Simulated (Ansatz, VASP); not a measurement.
## One calculation of LuC, two programs

INCAR

```
PREC     = Accurate       # precision mode
ENCUT    = 520            # plane-wave cutoff, eV
EDIFF    = 1E-6           # SCF threshold, eV
ISMEAR   = 0              # smearing method
SIGMA    = 0.05           # smearing width, eV
LREAL    = False          # projectors in reciprocal space
LASPH    = True           # aspherical terms in the spheres
NELM     = 60             # most SCF steps
ALGO     = Normal         # electronic algorithm
ISIF     = 2              # what is computed and relaxed
LWAVE    = False          # write WAVECAR
LCHARG   = True           # write CHGCAR
GGA      = PE             # functional
LELF     = True           # ELF
LVHAR    = True         
NBANDS   = 22             # bands
```

KPOINTS

```
regular mesh
0
Gamma
  15 15 12
```

File POSCAR:

```
LuC
1.0
    3.4726611932      0.0000000000      0.0000000000
   -1.7363305966      3.0074128120      0.0000000000
    0.0000000000      0.0000000000      2.9499970834
Lu C
1 1
Direct
    0.0000000000      0.0000000000      0.0000000000
    0.6666666667      0.3333333333      0.5000000000
```

Input for Ansatz:

```yaml
crystal:
  lattice:
    - [3.472661193173, 0.0, 0.0]
    - [-1.736330596586, 3.007412812024, 0.0]
    - [0.0, 0.0, 2.9499970834]
  atoms:
    - { symbol: Lu, position: [-3.700743415525e-17, 0.0, 0.0] }
    - { symbol: C, position: [0.6666666666667, 0.3333333333333, 0.5] }
basis:
  ecutwfc: 420
  ecutrho_ratio: 4
kpoints:
  mp_grid: { grid: [15, 15, 12] }
hamiltonian:
  xc: pbe
scf:
  occupations: { method: gaussian, width: 0.05 }
output:
  forces: true
  stress: true
  write_density: true
  write_potential: true
  elf: true
  volumetric_format: npy
```

The cell comes from a database or a generator and needn't be the stable form of this composition.

Alike in both runs: task single point; functional PBE; k mesh 15 × 15 × 12; occupations gaussian, width 0.05 eV; no spin polarisation.

|  | VASP | Ansatz |
| --- | --- | --- |
| version | VASP 6.6.1 | Ansatz 0.2.0 |
| potentials or method | VASP PAW PBE potentials, release 64 (Lu, C) | scalar-relativistic, plane waves, PAW |
| plane-wave cutoff (eV) | 520 | 420 |
| valence electrons in the cell | 29 | 29 |

Ansatz gave:

- gap on the k mesh at the Fermi level (eV): none
- pressure (GPa): 0.0
- largest component of the traceless stress (GPa): 0.12

Q: Which values does VASP return?

A: gap on the k mesh at the Fermi level (eV): none; pressure (GPa): 0.6; largest component of the traceless stress (GPa): 0.18.

A gap of «none» marks a metal or a gap that the smearing closes.

Spin-orbit coupling is left out, which matters for the levels of Lu.
